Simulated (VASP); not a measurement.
Here is a VASP 6.6.1 calculation.

The input INCAR:

```
SYSTEM = K2PdC2
PREC = Accurate
ENCUT = 520
EDIFF = 1E-7
ISMEAR = 0
SIGMA = 0.05
LREAL = .False.
LASPH = .True.
NELM = 100
ALGO = Normal
ISIF = 2
LWAVE = .False.
LCHARG = .False.
GGA = CA
NBANDS = 26
```

KPOINTS

```
regular mesh
0
Gamma
  9 9 6
  0 0 0
```

File POSCAR:

```
K2PdC2
1.0
    5.2624335418      0.0000000000      0.0000000000
   -2.6312167709      4.5574011329      0.0000000000
    0.0000000000      0.0000000000      4.9738245754
K Pd C
2 1 2
Direct
    0.6666666667      0.3333333333      0.7201982100
    0.3333333333      0.6666666667      0.2798017900
    0.0000000000      0.0000000000      0.0000000000
    0.0000000000      0.0000000000      0.6201967800
    0.0000000000      0.0000000000      0.3798032200
```

Potentials or basis: VASP PAW LDA potentials, release 64 (K_sv, Pd, C).

Command:

```sh
$ cat potpaw_LDA.64/K_sv/POTCAR potpaw_LDA.64/Pd/POTCAR potpaw_LDA.64/C/POTCAR > POTCAR
$ mpirun -np 1 vasp_std > vasp.out
```

Problem. Estimate the band gap on the k mesh.

Solution. 1.19 eV, indirect (least direct gap 1.20 eV).

Problem. Predict the largest force.

Solution. 5.063 eV/Å.

Problem. What does it give for the pressure?

Solution. 4.3 GPa.

Stress tensor (GPa, compression positive):
```
-2.85  0.00  0.00
 0.00 -2.85  0.00
 0.00  0.00 18.69
```

Caveat: the standard files for N, O and F lose accuracy on very short bonds; an odd mesh through Γ misses points on the zone boundary, where band edges often lie; forces of over 1 eV/Å show positions far from the minimum, so gaps and moduli don't describe the material at rest.
